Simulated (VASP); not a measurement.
Calculation: rev-vdW-DF2, VASP's PBE PAW potentials (set 64) (plane waves; VASP).

The input files of a VASP run:

KPOINTS:
```
Automatic mesh
0
Gamma
5 5 7
0 0 0
```

INCAR:
```
# general
SYSTEM    =  MnF2
PREC      =  Accurate
ENCUT     =  520   # plane-wave cut-off (eV)
LREAL     =  F   # projection in real space or not
LASPH     =  T   # aspherical one-centre terms

# electronic loop
EDIFF     =  1E-7
NELM      =  100   # most electronic steps
ALGO      =  Normal   # blocked Davidson
LMAXMIX   =  4   # l cut-off of mixed one-centre charges

# smearing
ISMEAR    =  0   # Gaussian
SIGMA     =  0.05   # width (eV)

# functional
GGA       =  MK
LUSE_VDW  =  T
AGGAC     =  0.0
PARAM1    =  0.1234568
PARAM2    =  0.7114
ZAB_VDW   =  -1.8867

# spin
ISPIN     =  2   # spin-polarised
MAGMOM    =  4.5 -4.5 -0.0 2*0.0 -0.0

# ions
IBRION    =  2
NSW       =  30   # most ionic steps
ISIF      =  4   # ions and shape, fixed volume
EDIFFG    =  -0.01

# output
LWAVE     =  F
LCHARG    =  F
LORBIT    =  10
```

File POSCAR:
```
MnF2
1
    4.8214035026     0.0000000000     0.0000000000
    0.0000000000     4.8214035026     0.0000000000
    0.0000000000     0.0000000000     3.2731787636
Mn F
2 4
Direct
  0.0000000000   0.0000000000   0.0000000000
  0.5000000000   0.5000000000   0.5000000000
  0.3029814485   0.3029814485   0.0000000000
  0.8029814485   0.1970185515   0.5000000000
  0.1970185515   0.8029814485   0.5000000000
  0.6970185515   0.6970185515   0.0000000000
```

POTCAR, in this order: Mn_pv F (PBE.64 set). Program: vasp_std.

The resulting files:

**OUTCAR**
```
 ion  position               nearest neighbor table
   1  0.000  0.000  0.000-   3 2.07   6 2.07   5 2.12   4 2.12   4 2.12   5 2.12
   2  0.500  0.500  0.500-   4 2.07   5 2.07   3 2.12   6 2.12   3 2.12   6 2.12
   3  0.303  0.303  0.000-   1 2.07   2 2.12   2 2.12
   4  0.803  0.197  0.500-   2 2.07   1 2.12   1 2.12
   5  0.197  0.803  0.500-   2 2.07   1 2.12   1 2.12
   6  0.697  0.697  0.000-   1 2.07   2 2.12   2 2.12
  LATTYP: Found a simple tetragonal cell.
 ALAT       =     4.8214035026
 C/A-ratio  =     0.6788850512
 Subroutine PRICEL returns:
 Original cell was already a primitive cell.
 Subroutine GETGRP returns: Found 16 space group operations
The static configuration has the point symmetry D_2h.
 The point group associated with its full space group is D_4h.
The dynamic configuration has the point symmetry D_2h.
The overall configuration has the point symmetry D_2h.
 Subroutine INISYM returns: Found 16 space group operations
 Subroutine IBZKPT returns following result:
 Found     24 irreducible k-points:

 Following reciprocal coordinates:
            Coordinates               Weight
  0.000000  0.000000  0.000000      1.000000
  0.200000  0.000000  0.000000      4.000000
  0.400000  0.000000  0.000000      4.000000
  0.200000  0.200000  0.000000      4.000000
  0.400000  0.200000  0.000000      8.000000
  0.400000  0.400000  0.000000      4.000000
  0.000000  0.000000  0.142857      2.000000
  0.200000  0.000000  0.142857      8.000000
  0.400000  0.000000  0.142857      8.000000
  0.200000  0.200000  0.142857      8.000000
  0.400000  0.200000  0.142857     16.000000
  0.400000  0.400000  0.142857      8.000000
  0.000000  0.000000  0.285714      2.000000
  0.200000  0.000000  0.285714      8.000000
  0.400000  0.000000  0.285714      8.000000
  0.200000  0.200000  0.285714      8.000000
  0.400000  0.200000  0.285714     16.000000
  0.400000  0.400000  0.285714      8.000000
  0.000000  0.000000  0.428571      2.000000
  0.200000  0.000000  0.428571      8.000000
  0.400000  0.000000  0.428571      8.000000
  0.200000  0.200000  0.428571      8.000000
  0.400000  0.200000  0.428571     16.000000
  0.400000  0.400000  0.428571      8.000000
   k-points           NKPTS =     24   k-points in BZ     NKDIM =     24   number of bands    NBANDS=     32
   number of dos      NEDOS =    301   number of ions     NIONS =      6
   total plane-waves  NPLWV =  31104
   dimension x,y,z NGX =    36 NGY =   36 NGZ =   24
   dimension x,y,z NGXF=    72 NGYF=   72 NGZF=   48
   ions per type =               2   4
   PREC   = accura    normal or accurate (medium, high low for compatibility)
   ISTART =      0    job   : 0-new  1-cont  2-samecut
   ICHARG =      2    charge: 1-file 2-atom 10-const
   ISPIN  =      2    spin polarized calculation?
   LNONCOLLINEAR =      F non collinear calculations
   LSORBIT =      F    spin-orbit coupling
   INIWAV =      1    electr: 0-lowe 1-rand  2-diag
   ENCUT  =  520.0 eV  38.22 Ry    6.18 a.u.   8.96  8.96  6.09*2*pi/ulx,y,z
   NELM   =    100;   NELMIN=  2; NELMDL= -5     # of ELM steps
   EDIFF  = 0.1E-06   stopping-criterion for ELM
   LREAL  =      F    real-space projection
   NLSPLINE    = F    spline interpolate recip. space projectors
   LMAXMIX     =    4 max onsite mixed and CHGCAR
   VOSKOWN=      0    Vosko Wilk Nusair interpolation
   EDIFFG = -.1E-01   stopping-criterion for IOM
   NSW    =     30    number of steps for IOM
   NBLOCK =      1;   KBLOCK =     30    inner block; outer block
   IBRION =      2    ionic relax: 0-MD 1-quasi-New 2-CG
   NFREE  =      1    steps in history (QN), initial steepest desc. (CG)
   ISIF   =      4    stress and relaxation
   ISYM   =      2    0-nonsym 1-usesym 2-fastsym
   TEIN   =    0.0    initial temperature
...
```

OSZICAR:
```
       N       E                     dE             d eps       ncg     rms          rms(c)
DAV:   1     0.732330047731E+03    0.73233E+03   -0.31512E+04  3096   0.193E+03
DAV:   2     0.451173059421E+02   -0.68721E+03   -0.66447E+03  3432   0.555E+02
DAV:   3    -0.280108324055E+02   -0.73128E+02   -0.72146E+02  3440   0.188E+02
DAV:   4    -0.304300747899E+02   -0.24192E+01   -0.23876E+01  3672   0.311E+01
DAV:   5    -0.304683307186E+02   -0.38256E-01   -0.38243E-01  3248   0.461E+00    0.215E+01
DAV:   6    -0.267861298865E+02    0.36822E+01   -0.24890E+01  3672   0.369E+01    0.155E+01
DAV:   7    -0.268989903851E+02   -0.11286E+00   -0.17633E+00  3256   0.105E+01    0.105E+01
DAV:   8    -0.267202078045E+02    0.17878E+00   -0.45066E-01  3192   0.615E+00    0.334E+00
DAV:   9    -0.269055429620E+02   -0.18534E+00   -0.10597E-01  3864   0.357E+00    0.910E-01
DAV:  10    -0.269090496847E+02   -0.35067E-02   -0.18155E-02  3168   0.879E-01    0.173E-01
DAV:  11    -0.269091870440E+02   -0.13736E-03   -0.58452E-04  3680   0.210E-01    0.613E-02
DAV:  12    -0.269093515997E+02   -0.16456E-03   -0.72262E-05  3296   0.717E-02    0.482E-02
DAV:  13    -0.269093742483E+02   -0.22649E-04   -0.20497E-05  3328   0.331E-02    0.115E-02
DAV:  14    -0.269093828627E+02   -0.86144E-05   -0.52758E-06  3368   0.201E-02    0.283E-03
DAV:  15    -0.269093846618E+02   -0.17991E-05   -0.36343E-07  3024   0.430E-03    0.147E-03
DAV:  16    -0.269093849842E+02   -0.32239E-06   -0.59129E-08  2056   0.184E-03    0.650E-04
DAV:  17    -0.269093849456E+02    0.38575E-07   -0.64172E-09  1760   0.695E-04
   1 F= -.26909385E+02 E0= -.26909385E+02  d E =-.269094E+02  mag=    -0.0000
       N       E                     dE             d eps       ncg     rms          rms(c)
DAV:   1    -0.269101789496E+02   -0.79397E-03   -0.13687E-01  3088   0.274E+00    0.229E-01
DAV:   2    -0.269100100905E+02    0.16886E-03   -0.36890E-03  3648   0.454E-01    0.138E-01
DAV:   3    -0.269098244242E+02    0.18567E-03   -0.18221E-04  3912   0.114E-01    0.764E-02
DAV:   4    -0.269097823759E+02    0.42048E-04   -0.78887E-05  3656   0.650E-02    0.222E-02
DAV:   5    -0.269097838212E+02   -0.14453E-05   -0.74907E-06  3176   0.183E-02    0.127E-02
DAV:   6    -0.269097837081E+02    0.11313E-06   -0.53952E-07  3856   0.593E-03    0.598E-03
DAV:   7    -0.269097834486E+02    0.25945E-06   -0.11787E-07  2248   0.310E-03    0.107E-03
DAV:   8    -0.269097836908E+02   -0.24218E-06   -0.24237E-08  1592   0.129E-03    0.390E-04
DAV:   9    -0.269097836958E+02   -0.49458E-08   -0.40581E-09  1584   0.581E-04
   2 F= -.26909784E+02 E0= -.26909784E+02  d E =-.398750E-03  mag=    -0.0000
       N       E                     dE             d eps       ncg     rms          rms(c)
DAV:   1    -0.269099958695E+02   -0.21218E-03   -0.37904E-02  3072   0.144E+00    0.121E-01
DAV:   2    -0.269099534099E+02    0.42460E-04   -0.10212E-03  3648   0.239E-01    0.727E-02
DAV:   3    -0.269099008199E+02    0.52590E-04   -0.50465E-05  3912   0.598E-02    0.402E-02
DAV:   4    -0.269098881678E+02    0.12652E-04   -0.21802E-05  3664   0.341E-02    0.117E-02
DAV:   5    -0.269098888390E+02   -0.67125E-06   -0.20700E-06  3152   0.961E-03    0.671E-03
DAV:   6    -0.269098887846E+02    0.54482E-07   -0.13981E-07  2384   0.311E-03
   3 F= -.26909889E+02 E0= -.26909889E+02  d E =-.503839E-03  mag=     0.0000
```

OUTCAR:
```
------------------------ aborting loop because EDIFF is reached ----------------------------------------
  FORCE on cell =-STRESS in cart. coord.  units (eV):
  Direction    XX          YY          ZZ          XY          YZ          ZX
  --------------------------------------------------------------------------------------
  Total        1.4534807      1.4534807      1.5215181     -0.0000000      0.0000000      0.0000000
  in kB       30.6057590     30.6057590     32.0384157     -0.0000000      0.0000000      0.0000000
  external PRESSURE =      31.0833112 kB  Pullay stress =       0.0000000 kB
  volume of cell :       76.09
      direct lattice vectors                 reciprocal lattice vectors
     4.817134835  0.000000000  0.000000000     0.207592279  0.000000000  0.000000000
    -0.000000000  4.817134835  0.000000000    -0.000000000  0.207592279  0.000000000
     0.000000000  0.000000000  3.278982339     0.000000000  0.000000000  0.304972670
 POSITION                                       TOTAL-FORCE (eV/Angst)
 -----------------------------------------------------------------------------------
     -0.00000      0.00000      0.00000        -0.000000      0.000000      0.000000
      2.40857      2.40857      1.63949        -0.000000      0.000000      0.000000
      1.45767      1.45767      0.00000        -0.005376     -0.005376      0.000000
      3.86624      0.95090      1.63949        -0.005376      0.005376      0.000000
      0.95090      3.86624      1.63949         0.005376     -0.005376      0.000000
      3.35946      3.35946      0.00000         0.005376      0.005376      0.000000
 -----------------------------------------------------------------------------------
    total drift:                                0.000000     -0.000000      0.000000
  FREE ENERGIE OF THE ION-ELECTRON SYSTEM (eV)
  ---------------------------------------------------
  free  energy   TOTEN  =       -26.9098887846 eV

  energy  without entropy=      -26.9098887846  energy(sigma->0) =      -26.90988878

 total charge

# of ion       s       p       d       tot
------------------------------------------
    1        0.170   6.157   4.981  11.307
    2        0.170   6.157   4.981  11.307
    3        1.730   4.362   0.000   6.093
    4        1.730   4.362   0.000   6.093
    5        1.730   4.362   0.000   6.093
    6        1.730   4.362   0.000   6.093
--------------------------------------------------
tot          7.261  29.763   9.961  46.986

 magnetization (x)

# of ion       s       p       d       tot
------------------------------------------
    1        0.015   0.014   4.478   4.508
    2       -0.015  -0.014  -4.478  -4.508
    3       -0.003  -0.024   0.000  -0.027
    4        0.003   0.024   0.000   0.027
    5        0.003   0.024   0.000   0.027
    6       -0.003  -0.024   0.000  -0.027
--------------------------------------------------
tot          0.000   0.000   0.000   0.000

 reached required accuracy - stopping structural energy minimisation
```
(Selected blocks of OUTCAR.)

CONTCAR:
```
MnF2
   1.00000000000000
     4.8171348350761054    0.0000000000000000    0.0000000000000000
    -0.0000000000000000    4.8171348350761054    0.0000000000000000
     0.0000000000000000    0.0000000000000000    3.2789823389646862
  Mn              F
     2     4
Direct
     0.0000000000000000    0.0000000000000000    0.0000000000000000
     0.5000000000000000    0.5000000000000000    0.5000000000000000
     0.3026014685309562    0.3026014685309562    0.0000000000000000
     0.8026014685309560    0.1973985314690439    0.5000000000000000
     0.1973985314690439    0.8026014685309560    0.5000000000000000
     0.6973985314690440    0.6973985314690440    0.0000000000000000
```

The compound is MnF2 in the rutile structure. This cell is one point of a volume scan, at 0.97 of the reference volume. Symmetry was kept, so distortions that lower it aren't found.
